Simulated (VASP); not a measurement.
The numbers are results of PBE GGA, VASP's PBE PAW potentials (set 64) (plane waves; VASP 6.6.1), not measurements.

Input for VASP

File KPOINTS:
```
kpoints
0
Gamma
  7 7 5
```

POSCAR:
```
P
1
    1.6576545499    -5.5697358439     0.0000000000
    1.6576545499     5.5697358439     0.0000000000
    0.0000000000     0.0000000000     4.5456535202
P
4
Direct
  0.0950316668   0.9049683332   0.9137346582
  0.4049683332   0.5950316668   0.4137346582
  0.5950316668   0.4049683332   0.5862653418
  0.9049683332   0.0950316668   0.0862653418
```

### INCAR
```
ALGO  =  Normal
EDIFF  =  1E-6
EDIFFG  =  -0.02
ENCUT  =  500
GGA  =  PE
IBRION  =  2
ISIF  =  3
ISMEAR  =  0
LASPH  =  .TRUE.
LCHARG  =  .FALSE.
LREAL  =  .FALSE.
LWAVE  =  .FALSE.
NELM  =  100
NSW  =  40
PREC  =  Accurate
PSTRESS  =  50
SIGMA  =  0.05
SYSTEM  =  P
```

POTCAR, in this order: P (PBE.64 set). Program: vasp_std.

Output of the run:

File OUTCAR:
```
 ion  position               nearest neighbor table
   1  0.095  0.905  0.914-   3 2.23   3 2.23   4 2.26
   2  0.405  0.595  0.414-   4 2.23   4 2.23   3 2.26
   3  0.595  0.405  0.586-   1 2.23   1 2.23   2 2.26
   4  0.905  0.095  0.086-   2 2.23   2 2.23   1 2.26
  LATTYP: Found a base centered orthorhombic cell.
 ALAT       =     3.3153090998
 B/A-ratio  =     3.3600099877
 C/A-ratio  =     1.3711100182
 Subroutine PRICEL returns:
 Original cell was already a primitive cell.
 Subroutine GETGRP returns: Found  8 space group operations
The static configuration has the point symmetry C_2h.
 The point group associated with its full space group is D_2h.
The dynamic configuration has the point symmetry C_2h.
 Subroutine INISYM returns: Found  8 space group operations
 Subroutine IBZKPT returns following result:
 Found     48 irreducible k-points:

 Following reciprocal coordinates:
            Coordinates               Weight
  0.000000  0.000000  0.000000      1.000000
  0.142857  0.000000  0.000000      4.000000
  0.285714  0.000000  0.000000      4.000000
  0.428571  0.000000  0.000000      4.000000
  0.142857  0.142857  0.000000      2.000000
  0.285714  0.142857  0.000000      4.000000
  0.428571  0.142857  0.000000      4.000000
 -0.428571  0.142857  0.000000      4.000000
 -0.285714  0.142857  0.000000      4.000000
 -0.142857  0.142857  0.000000      2.000000
  0.285714  0.285714  0.000000      2.000000
  0.428571  0.285714  0.000000      4.000000
 -0.428571  0.285714  0.000000      4.000000
 -0.285714  0.285714  0.000000      2.000000
  0.428571  0.428571  0.000000      2.000000
 -0.428571  0.428571  0.000000      2.000000
  0.000000  0.000000  0.200000      2.000000
  0.142857  0.000000  0.200000      8.000000
  0.285714  0.000000  0.200000      8.000000
  0.428571  0.000000  0.200000      8.000000
  0.142857  0.142857  0.200000      4.000000
  0.285714  0.142857  0.200000      8.000000
  0.428571  0.142857  0.200000      8.000000
 -0.428571  0.142857  0.200000      8.000000
 -0.285714  0.142857  0.200000      8.000000
 -0.142857  0.142857  0.200000      4.000000
  0.285714  0.285714  0.200000      4.000000
  0.428571  0.285714  0.200000      8.000000
 -0.428571  0.285714  0.200000      8.000000
 -0.285714  0.285714  0.200000      4.000000
  0.428571  0.428571  0.200000      4.000000
 -0.428571  0.428571  0.200000      4.000000
  0.000000  0.000000  0.400000      2.000000
  0.142857  0.000000  0.400000      8.000000
  0.285714  0.000000  0.400000      8.000000
  0.428571  0.000000  0.400000      8.000000
  0.142857  0.142857  0.400000      4.000000
  0.285714  0.142857  0.400000      8.000000
  0.428571  0.142857  0.400000      8.000000
 -0.428571  0.142857  0.400000      8.000000
   k-points           NKPTS =     48   k-points in BZ     NKDIM =     48   number of bands    NBANDS=     14
   number of dos      NEDOS =    301   number of ions     NIONS =      4
   total plane-waves  NPLWV =  63504
   dimension x,y,z NGX =    42 NGY =   42 NGZ =   36
   dimension x,y,z NGXF=    84 NGYF=   84 NGZF=   72
   ions per type =               4
   PREC   = accura    normal or accurate (medium, high low for compatibility)
   ISTART =      0    job   : 0-new  1-cont  2-samecut
   ICHARG =      2    charge: 1-file 2-atom 10-const
   ISPIN  =      1    spin polarized calculation?
   LNONCOLLINEAR =      F non collinear calculations
   LSORBIT =      F    spin-orbit coupling
   INIWAV =      1    electr: 0-lowe 1-rand  2-diag
   ENCUT  =  500.0 eV  36.75 Ry    6.06 a.u.  10.60 10.60  8.29*2*pi/ulx,y,z
...
```

File OSZICAR:
```
...
   8 F= -.19168472E+02 E0= -.19168426E+02  d E =-.691957E-01
       N       E                     dE             d eps       ncg     rms          rms(c)
DAV:   1    -0.213344073258E+02    0.26326E-02   -0.45448E-01  1344   0.388E+00    0.531E-01
DAV:   2    -0.213287546429E+02    0.56527E-02   -0.23037E-02  1692   0.109E+00    0.277E-01
DAV:   3    -0.213260521168E+02    0.27025E-02   -0.59898E-03  1584   0.472E-01    0.113E-01
DAV:   4    -0.213259434687E+02    0.10865E-03   -0.89278E-04  1782   0.194E-01    0.571E-02
DAV:   5    -0.213259396357E+02    0.38330E-05   -0.30009E-05  1686   0.386E-02    0.297E-02
DAV:   6    -0.213259417024E+02   -0.20667E-05   -0.93508E-06  1734   0.197E-02    0.642E-03
DAV:   7    -0.213259424823E+02   -0.77986E-06   -0.15586E-06   882   0.837E-03
   9 F= -.19177459E+02 E0= -.19177384E+02  d E =-.898705E-02
       N       E                     dE             d eps       ncg     rms          rms(c)
DAV:   1    -0.213173970050E+02    0.85447E-02   -0.29427E-01  1344   0.312E+00    0.430E-01
DAV:   2    -0.213137837208E+02    0.36133E-02   -0.14892E-02  1698   0.875E-01    0.226E-01
DAV:   3    -0.213120458032E+02    0.17379E-02   -0.37805E-03  1572   0.376E-01    0.922E-02
DAV:   4    -0.213119736146E+02    0.72189E-04   -0.58012E-04  1782   0.156E-01    0.453E-02
DAV:   5    -0.213119717761E+02    0.18386E-05   -0.19823E-05  1656   0.314E-02    0.233E-02
DAV:   6    -0.213119735825E+02   -0.18065E-05   -0.59703E-06  1680   0.157E-02    0.526E-03
DAV:   7    -0.213119741784E+02   -0.59587E-06   -0.97840E-07   792   0.663E-03
  10 F= -.19179679E+02 E0= -.19179538E+02  d E =-.112073E-01
       N       E                     dE             d eps       ncg     rms          rms(c)
DAV:   1    -0.213180833759E+02   -0.61098E-02   -0.28090E-02  1518   0.101E+00    0.154E-01
DAV:   2    -0.213180848083E+02   -0.14324E-05   -0.16117E-03  1788   0.291E-01    0.716E-02
DAV:   3    -0.213180076161E+02    0.77192E-04   -0.79811E-05  1640   0.625E-02    0.372E-02
DAV:   4    -0.213179890032E+02    0.18613E-04   -0.56718E-05  1734   0.466E-02    0.751E-03
DAV:   5    -0.213179884216E+02    0.58161E-06   -0.45088E-06  1404   0.152E-02
  11 F= -.19180391E+02 E0= -.19180192E+02  d E =-.711497E-03
       N       E                     dE             d eps       ncg     rms          rms(c)
DAV:   1    -0.213194824541E+02   -0.14935E-02   -0.21221E-03  1530   0.278E-01    0.433E-02
DAV:   2    -0.213194826180E+02   -0.16391E-06   -0.12157E-04  1782   0.798E-02    0.189E-02
DAV:   3    -0.213194766395E+02    0.59786E-05   -0.59312E-06  1634   0.171E-02    0.963E-03
DAV:   4    -0.213194748629E+02    0.17766E-05   -0.40635E-06  1558   0.125E-02    0.211E-03
DAV:   5    -0.213194746853E+02    0.17757E-06   -0.31301E-07   774   0.417E-03
  12 F= -.19180417E+02 E0= -.19180204E+02  d E =-.737884E-03
       N       E                     dE             d eps       ncg     rms          rms(c)
DAV:   1    -0.213190050210E+02    0.46984E-03   -0.96756E-03  1392   0.544E-01    0.506E-02
DAV:   2    -0.213189932266E+02    0.11794E-04   -0.42176E-04  1764   0.151E-01    0.260E-02
DAV:   3    -0.213189736169E+02    0.19610E-04   -0.45845E-05  1706   0.407E-02    0.902E-03
DAV:   4    -0.213189738196E+02   -0.20277E-06   -0.65194E-06  1662   0.169E-02
  13 F= -.19180749E+02 E0= -.19180524E+02  d E =-.332326E-03
       N       E                     dE             d eps       ncg     rms          rms(c)
DAV:   1    -0.213173516560E+02    0.16220E-02   -0.87358E-02  1392   0.164E+00    0.152E-01
DAV:   2    -0.213172639222E+02    0.87734E-04   -0.38170E-03  1764   0.454E-01    0.771E-02
DAV:   3    -0.213170946195E+02    0.16930E-03   -0.39846E-04  1712   0.121E-01    0.271E-02
DAV:   4    -0.213170959044E+02   -0.12849E-05   -0.57599E-05  1722   0.501E-02    0.139E-02
DAV:   5    -0.213170970698E+02   -0.11654E-05   -0.39054E-06  1536   0.139E-02    0.717E-03
DAV:   6    -0.213170973999E+02   -0.33007E-06   -0.88052E-07   900   0.642E-03
  14 F= -.19181411E+02 E0= -.19181146E+02  d E =-.994105E-03
       N       E                     dE             d eps       ncg     rms          rms(c)
DAV:   1    -0.213126939685E+02    0.44031E-02   -0.35317E-01  1380   0.329E+00    0.306E-01
DAV:   2    -0.213123303919E+02    0.36358E-03   -0.15512E-02  1788   0.915E-01    0.155E-01
DAV:   3    -0.213116496578E+02    0.68073E-03   -0.16052E-03  1718   0.242E-01    0.545E-02
DAV:   4    -0.213116535682E+02   -0.39104E-05   -0.23051E-04  1728   0.100E-01    0.278E-02
DAV:   5    -0.213116572011E+02   -0.36328E-05   -0.15576E-05  1694   0.278E-02    0.145E-02
DAV:   6    -0.213116580185E+02   -0.81737E-06   -0.38169E-06  1506   0.127E-02
  15 F= -.19181223E+02 E0= -.19180933E+02  d E =-.805544E-03
       N       E                     dE             d eps       ncg     rms          rms(c)
DAV:   1    -0.213155834493E+02   -0.39262E-02   -0.12728E-01  1392   0.198E+00    0.184E-01
DAV:   2    -0.213154437213E+02    0.13973E-03   -0.55412E-03  1776   0.545E-01    0.933E-02
DAV:   3    -0.213151966961E+02    0.24703E-03   -0.57421E-04  1730   0.144E-01    0.326E-02
DAV:   4    -0.213151968865E+02   -0.19035E-06   -0.81897E-05  1716   0.597E-02    0.167E-02
DAV:   5    -0.213151973181E+02   -0.43165E-06   -0.57415E-06  1656   0.168E-02
  16 F= -.19181584E+02 E0= -.19181298E+02  d E =-.116693E-02
       N       E                     dE             d eps       ncg     rms          rms(c)
DAV:   1    -0.213138651015E+02    0.13318E-02   -0.25787E-02  1434   0.927E-01    0.893E-02
DAV:   2    -0.213137545546E+02    0.11055E-03   -0.11336E-03  1800   0.237E-01    0.454E-02
DAV:   3    -0.213136651354E+02    0.89419E-04   -0.15262E-04  1692   0.789E-02    0.127E-02
DAV:   4    -0.213136649050E+02    0.23040E-06   -0.16815E-05  1728   0.280E-02    0.839E-03
DAV:   5    -0.213136654531E+02   -0.54808E-06   -0.57340E-07   966   0.581E-03
  17 F= -.19181909E+02 E0= -.19181618E+02  d E =-.325241E-03
       N       E                     dE             d eps       ncg     rms          rms(c)
DAV:   1    -0.213122242439E+02    0.14407E-02   -0.20384E-02  1446   0.824E-01    0.794E-02
DAV:   2    -0.213121399889E+02    0.84255E-04   -0.89958E-04  1794   0.211E-01    0.403E-02
DAV:   3    -0.213120702828E+02    0.69706E-04   -0.12004E-04  1668   0.700E-02    0.115E-02
DAV:   4    -0.213120701816E+02    0.10129E-06   -0.13328E-05  1716   0.249E-02    0.757E-03
DAV:   5    -0.213120706770E+02   -0.49547E-06   -0.47503E-07   936   0.530E-03
  18 F= -.19181966E+02 E0= -.19181681E+02  d E =-.381743E-03
       N       E                     dE             d eps       ncg     rms          rms(c)
DAV:   1    -0.213124924153E+02   -0.42223E-03   -0.12265E-03  1428   0.202E-01    0.195E-02
DAV:   2    -0.213124875978E+02    0.48175E-05   -0.54518E-05  1794   0.520E-02    0.999E-03
DAV:   3    -0.213124835658E+02    0.40320E-05   -0.73616E-06  1650   0.173E-02    0.277E-03
DAV:   4    -0.213124834920E+02    0.73730E-07   -0.73529E-07   870   0.617E-03
  19 F= -.19181973E+02 E0= -.19181685E+02  d E =-.388825E-03
       N       E                     dE             d eps       ncg     rms          rms(c)
DAV:   1    -0.213090254582E+02    0.34581E-02   -0.97583E-03  1446   0.576E-01    0.711E-02
DAV:   2    -0.213089941149E+02    0.31343E-04   -0.50840E-04  1800   0.163E-01    0.362E-02
DAV:   3    -0.213089629668E+02    0.31148E-04   -0.34664E-05  1506   0.380E-02    0.147E-02
DAV:   4    -0.213089577220E+02    0.52448E-05   -0.15499E-05  1752   0.235E-02    0.757E-03
DAV:   5    -0.213089587934E+02   -0.10714E-05   -0.82594E-07   870   0.670E-03    0.931E-04
DAV:   6    -0.213089587948E+02   -0.13331E-08   -0.16648E-07   774   0.315E-03
  20 F= -.19182077E+02 E0= -.19181793E+02  d E =-.104221E-03
```

### OUTCAR
```
------------------------ aborting loop because EDIFF is reached ----------------------------------------
  FORCE on cell =-STRESS in cart. coord.  units (eV):
  Direction    XX          YY          ZZ          XY          YZ          ZX
  --------------------------------------------------------------------------------------
  Total        2.1471115      2.1059808      2.1031831      0.0000000      0.0000000      0.0000000
  in kB       50.4755734     49.5086484     49.4428784      0.0000000      0.0000000      0.0000000
  external PRESSURE =      -0.1909666 kB  Pullay stress =      50.0000000 kB
  volume of cell :       68.15
      direct lattice vectors                 reciprocal lattice vectors
     1.664550168 -5.051956162  0.000000000     0.300381454 -0.098971563  0.000000000
     1.664550168  5.051956162 -0.000000000     0.300381454  0.098971563 -0.000000000
     0.000000000  0.000000000  4.052261478     0.000000000  0.000000000  0.246775783
 POSITION                                       TOTAL-FORCE (eV/Angst)
 -----------------------------------------------------------------------------------
      1.66455      3.96653      3.77639         0.000000     -0.015758     -0.004696
      1.66455      1.08543      1.75025         0.000000      0.015758     -0.004696
      1.66455     -1.08543      2.30201         0.000000     -0.015758      0.004696
      1.66455     -3.96653      0.27588         0.000000      0.015758      0.004696
 -----------------------------------------------------------------------------------
    total drift:                                0.000000      0.000000     -0.000000
  FREE ENERGIE OF THE ION-ELECTRON SYSTEM (eV)
  ---------------------------------------------------
  free  energy   TOTEN  =       -21.3089587948 eV

  energy  without entropy=      -21.3083905163  energy(sigma->0) =      -21.30867466
  enthalpy is  TOTEN    =       -19.1820770630 eV   P V=        2.1268817317

 reached required accuracy - stopping structural energy minimisation
```
(Selected blocks of OUTCAR.)

**CONTCAR**
```
P
   1.00000000000000
     1.6645501683338149   -5.0519561621281408    0.0000000000000000
     1.6645501683338149    5.0519561621281408   -0.0000000000000000
     0.0000000000000000    0.0000000000000000    4.0522614778384751
  P
     4
Direct
     0.1074267985651733    0.8925732014348268    0.9319204073152464
     0.3925732014348267    0.6074267985651732    0.4319204073152464
     0.6074267985651732    0.3925732014348267    0.5680795926847536
     0.8925732014348268    0.1074267985651733    0.0680795926847536
```

Energy and stress use the plane-wave basis of the starting cell. Without a dispersion term in the relaxation, distances and binding between the weakly bound layers, chains or molecules are unreliable, and so is what depends on them.

The compound is P in the black structure. This run relaxes it under an external pressure of 5 GPa. Symmetry was kept, so distortions that lower it aren't found. The k-mesh is coarse (spacing up to 0.31 per Å, 2π included), so the numbers may not be converged in it.
